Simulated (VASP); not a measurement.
Write the native input for VASP 6.6.1 that does the following.

```
Task                   : single point
Functional             : PBEsol
Potentials or basis    : VASP PAW PBE potentials, release 64 (Co, C)
Cutoff                 : 450 eV
k mesh                 : 3 × 4 × 4
Occupations            : gaussian, width 0.03 eV
Spin                   : collinear spin, ferromagnetic start
Starting moments       : [1.0, 0.0, 0.0, 0.0, 0.0, 0.0, 0.0, 0.0, 0.0, 0.0, 0.0, 0.0, 0.0, 0.0, 0.0, 0.0, 0.0, 0.0, 0.0, 0.0, 0.0, 0.0, 0.0, 0.0] μB
Fixed moment           : 1 μB
Hubbard terms          : Co d U = 6 eV
Dq                     : 0
Further INCAR settings : LREAL = Auto; ALGO = Normal; EDIFF = 1e-05; NBANDS = 72; ISYM = 0
```

The structure of CoC23 (a cell with a defect) lies in POSCAR:

```
CoC23                                   
1.0
    0.0000000000      5.3503200000      5.3503200000
    3.5668800000      0.0000000000      3.5668800000
    3.5668800000      3.5668800000      0.0000000000
  Co              C             
     1    23
Direct
     0.9983324907932565    0.0008668805022164    0.9976836596459712
     0.0009393379283153    0.9991166859729713    0.4962649425970048
     0.0009486416673892    0.4990705284221525    0.9963917883437972
     0.0010251057200016    0.4993562876872253    0.4964964277620974
     0.3338571370441947    0.0015523767317111    0.9989417318547115
     0.3386385622832975    0.9988098232821918    0.4897038082797182
     0.3386783114898459    0.4925112166993523    0.9960112183936440
     0.3330865140533815    0.5000525285321722    0.4974779614301031
     0.6680797438506496    0.9981919862584894    0.9954356231269985
     0.6617484392551822    0.0015963002176802    0.5020260667810995
     0.6617755987224023    0.5048192120534586    0.9988511416472495
     0.6678922875307317    0.4990057786046572    0.4963414657402317
     0.0938058313413729    0.1360516259934186    0.1333137871420144
     0.0958257624133339    0.1345008982472740    0.5827476977411632
     0.0959036041227929    0.5857778861116222    0.1315700479705288
     0.0848247796129922    0.6240651402706145    0.6213413024191135
     0.4254402855522293    0.1185730660177272    0.1157301308667261
     0.4136791897972215    0.1253445160816807    0.6267933178006823
     0.4137354827495483    0.6293276057246892    0.1227572250974908
     0.4183553073724433    0.6233447393613046    0.6205495436234926
     0.7176726162710478    0.1417426186056196    0.1389440289229677
     0.7511459928247689    0.1251757088315824    0.6210412417467974
     0.7511395222451591    0.6237799542201344    0.1224807621671123
     0.7491864553584587    0.6249916355700484    0.6222230788992771
```

The input as run:

INCAR

```
SYSTEM = CoC23
PREC = Accurate ; ENCUT = 450
EDIFF = 1E-5 ; ISMEAR = 0
SIGMA = 0.03 ; LREAL = Auto
LASPH = .TRUE. ; NELM = 120
ALGO = Normal ; ISIF = 2
LWAVE = .FALSE. ; LCHARG = .FALSE.
ISPIN = 2 ; MAGMOM = 1 0 0 0 0 0 0 0 0 0 0 0 0 0 0 0 0 0 0 0 0 0 0 0
LORBIT = 11 ; NUPDOWN = 1
LMAXMIX = 4 ; LDAU = .TRUE.
LDAUTYPE = 2 ; LDAUL = 2 -1
LDAUU = 6 0 ; LDAUJ = 0 0
LDAUPRINT = 1 ; GGA = PS
NBANDS = 72 ; ISYM = 0
KPAR = 4
```

KPOINTS

```
Automatic mesh
0
G
  3 4 4
  0 0 0
```

Potentials or basis: VASP PAW PBE potentials, release 64 (Co, C).

Command:

```bash
$ cat potpaw_PBE.64/Co/POTCAR potpaw_PBE.64/C/POTCAR > POTCAR
$ mpirun -np 4 vasp_std > vasp.out
```

Results of the run:

```yaml
Largest_force: 0.206 eV/Å
Net_moment: 1.00 μB per cell
Site_moments: Co +0.84; C +0.00, +0.01, -0.00, -0.02, +0.02 μB
Valence_electrons_inside_the_program's_atomic_spheres: Co 9.88; C 2.60, 2.58, 2.62, 2.61, 2.65, 2.63, 2.57, 2.56
```

Caveat: the k mesh is coarse (spacing up to 0.38 Å⁻¹), so the values aren't converged; the PAW data sets were made with another functional, which shifts forces and pressure a little; the total moment is fixed, so each spin has its own Fermi level; the U is typed as a test and isn't derived for this compound.

Run time: 3.1 min on 4 MPI ranks on Intel(R) Xeon(R) 6975P-C (Granite Rapids), on a shared host, peak memory 0.47 GiB a rank.
